Each row is the same block of graphite with its atoms held in place. Only the cutoff changes: the largest kinetic energy of the plane waves from which the electron states are built, and so the finest detail they can draw. The stresses xx and yy act within the carbon layers and zz acts across them; positive values mean compression. The pressure is the mean of the three.

VASP 6.6.1, PBE with D3(BJ) dispersion and the recommended PAW PBE potential for carbon; graphite, 4-atom cell at fixed geometry, no spin polarisation. All rows use a 12×12×4 k mesh, Gaussian smearing of 0.02 eV, PREC = Accurate, LREAL off and LASPH on. Stress and pressure are positive in compression.

```
wave cutoff  pressure (GPa)  stress xx (GPa)  stress yy (GPa)  stress zz (GPa)
     300 eV         -12.800           -9.240           -9.240          -19.910
     350 eV          -2.770           -0.240           -0.240           -7.830
     400 eV           1.590            3.590            3.590           -2.420
     450 eV           3.390            5.290            5.290           -0.420
     520 eV           3.790            5.660            5.660            0.040
     600 eV           3.360            5.130            5.130           -0.180
     700 eV           3.190            4.900            4.900           -0.240
```

### 300 eV: is the crystal really being pulled apart?

No. The first row reports a tension of nearly 13 GPa, and the last row, with every atom in the same place, reports a compression of about 3 GPa. The crystal has not changed, so the difference of 16 GPa belongs to the description and not to the material. The cutoffs of 300 and 350 eV both lie below the 400 eV recommended for this carbon potential. An automatic relaxation at 300 eV would nevertheless obey the false tension and shrink the cell, most of all across the soft gap between the layers.

### 300 to 400 eV: why does a coarse basis pull inwards?

The plane waves are tied to the cell and stretch with it. When the cell expands a little, the shortest wave becomes longer and the basis loses some of its sharpness. The electrons are then described less well, and their energy comes out too high. An energy that rises on expansion is exactly what an inward pull looks like.

The program computes the stress with the set of waves held fixed. The cutoff energy $E_c$ that belongs to this set then falls with the volume $V$ as $V^{-2/3}$. Since pressure is minus the change of the energy $E$ with volume, the chain rule gives

$$P_{\text{fixed set}} = P_{\text{fixed cutoff}} + \frac{2}{3}\,\frac{E_c}{V}\,\frac{\partial E}{\partial E_c}.$$

More waves can only lower the energy, so the last term is never positive. It is the false tension, known as Pulay stress. With a complete basis the slope is zero and the term vanishes; with a poor basis the slope is steep and the term swamps the real stress. The climb of all stresses from 300 to 400 eV has the sign and the fading that this theory demands.

The same picture answers what another element would do. Carbon's 2p electrons have no inner p shell to keep them away from the nucleus, so their orbitals are compact and need short waves. Silicon's 3p orbitals are smoother, and it is well known that silicon manages with a lower cutoff.

### 350 eV: are the layers relaxed, now that xx is almost zero?

They are not. At 350 eV the in-plane stress is −0.24 GPa, which looks like a cell at rest. At 700 eV the same layers are under a compression of 4.90 GPa. The small value arises because a false tension of about 5 GPa happens to cancel a real compression of the same size. The change of sign of the pressure between 350 and 400 eV is a cancellation of the same kind. A stress near zero therefore means equilibrium only if it stays there when the cutoff is raised.

### Up to 450 eV: can the smooth climb be extended to its end?

It is tempting. Each step of 50 eV raises the pressure by a little over four tenths of the step before, which is how an exponential approach to a limit behaves. A constant plus one decaying exponential, fitted to the four rows from 300 to 450 eV, follows them to within a few hundredths of a GPa. With three adjustable numbers for four rows, that agreement is a weak test.

The three higher cutoffs, which took no part in the fit, are the real test, and the curve fails it. It heads for a limit of 4.8 GPa, whereas the pressure at 700 eV is 3.19 GPa. The extrapolated value lies above that pressure by half of its size. The output printed after this text gives the miss at each cutoff. Cheap rows reveal how the largest error fades, but not what remains when it has gone.

### 520 eV: why does the pressure turn down again?

The pressure peaks here, 0.6 GPa above its value at 700 eV, and then comes down. A false tension is never positive, but it need not fade steadily. It follows the slope of the energy, which can be nearly flat at one cutoff and steeper again at a higher one, when the added waves begin to draw a finer detail of the orbitals.

The energies printed by the same runs point that way. They fall by 0.01 eV from 520 to 600 eV and by 0.02 eV from 600 to 700 eV. Put into the formula, the second fall means a false tension of about 0.4 GPa, comparable with the drop in pressure. The false tension is probably larger still, because the printed energies contain a correction, described in the next section, that hides part of the fall. The likely reading is that the false tension is weak near 520 eV and then returns in part. Runs above 700 eV would test it: the pressure should climb again.

The peak carries a practical trap. At 520 eV the stress across the layers is 0.04 GPa, seemingly a perfect result. At the two higher cutoffs it is slightly negative, so the near-zero value did not hold, and these rows cannot say which of the three is nearest the limit.

### Would the total energy have given the warning?

Only faintly, and an estimate shows why. Turned round, the formula gives the fall in energy that must accompany the false tension. Take the 700 eV row as the true pressure, so that the false part is −15.99 GPa at 300 eV and −5.96 GPa at 350 eV. Divided by their cutoffs, these average to −0.035 GPa per eV. With a cell volume of 4 × 8.74 ≈ 35 Å³ and 1 eV/Å³ ≈ 160 GPa, the step of 50 eV should change the energy by

$$\Delta E \approx \frac{3}{2}\times\frac{35\times(-0.035)\times 50}{160}\ \text{eV} \approx -0.6\ \text{eV per cell}.$$

This is good to an order of magnitude only. The energy printed by the same runs does not fall at all over this step; it rises by 0.09 eV. The cause is a known feature of the program, which adds to the total energy a correction for the error that a free atom has at the same cutoff. Most of the basis error is in the atoms and is thereby removed from the energy. The stress keeps its share, because it is taken with the set of waves held fixed.

Electron levels are forgiving as well. At 400 eV, two levels above the Fermi energy, one about 4 eV and one about 8 eV up, lie within 0.03 eV of their values at 700 eV. The pressure at that cutoff is still only half of its value at 700 eV. The stress asks for more: it collects the errors of all occupied states, and the formula multiplies the slope of their energy by the whole cutoff, so that small errors can add up to a large false tension. A cutoff that serves for levels may thus be too low for the shape of the cell.

### 700 eV: which digits count, and which direction is better settled?

From 600 to 700 eV the pressure still moves by 0.17 GPa, and a false tension of some tenths of a GPa probably remains. If so, the converged pressure lies nearer to 4 than to 3 GPa. Even the leading digit of 3.19 is therefore open, and the second decimal has no meaning. Even this reading needs care, because the pressure is the mean of a strong compression within the layers and almost no stress across them. No single squeeze from all sides would produce such a state.

In GPa, zz looks better settled than xx: its last step is 0.06 against 0.23. For the dimensions of the cell the order is reversed. Strain is stress divided by stiffness, and graphite is some thirty times softer across the layers than within them, by rough recalled elastic constants. The small step in zz then stands for several times more strain than the larger step in xx. This estimate neglects the coupling between the two directions, so only its order of magnitude counts.

The in-plane compression, by contrast, is some twenty times larger than its last step and is no basis error. It means that this functional would make the layers slightly wider than they are here, by a few tenths of a percent on the same rough estimate. A single tolerance in GPa for all directions is thus a poor rule for a layered crystal: the soft direction needs the tighter one.

Output of the analysis:

```
Difference from the 700 eV row:
     row  pressure GPa  xx GPa  zz GPa  lower level eV  upper level eV  energy eV per cell
  300 eV        -15.99  -14.14  -19.67          -0.045           0.153             -0.1462
  350 eV         -5.96   -5.14   -7.59          -0.023           0.045             -0.0607
  400 eV          -1.6   -1.31   -2.18          -0.007           0.027            -0.00374
  450 eV           0.2    0.39   -0.18          -0.003           0.004             0.01964
  520 eV           0.6    0.76    0.28          -0.004               0             0.02853
  600 eV          0.17    0.23    0.06          -0.002               0             0.01893
  700 eV             0       0       0               0               0                   0
In-plane stress minus stress along c at 700 eV in GPa: 5.14
Pressure step 350 to 400 eV over step 300 to 350 eV: 0.4347
Pressure step 400 to 450 eV over step 350 to 400 eV: 0.4128
fit of pressure on 4 rows (ec < 460): constant 4.789 +/- 0.031, coefficient of exp(-(ec - 300) / s) -17.59 +/- 0.057, s 59; rms 0.0202, worst 400 eV -0.0312, leave-one-out rms 0.298
  rows outside the fit (model, value, miss): 520 eV 4.367, 3.79, 0.577; 600 eV 4.68, 3.36, 1.32; 700 eV 4.769, 3.19, 1.58
Limit of the exponential minus pressure at 700 eV in GPa: 1.599
Expected change of uncorrected energy from 300 to 350 eV in eV per cell (order of magnitude): -0.5755
Printed change of energy from 300 to 350 eV in eV per cell: 0.08552
Last step of xx from 600 to 700 eV in GPa: -0.23
Last step of zz from 600 to 700 eV in GPa: -0.06
Rough in-plane strain that would release xx at 700 eV in percent: 0.4083
Rough strain along c that would release zz at 700 eV in percent: -0.6486
Rough strain of last zz step over that of last xx step: 8.461
```
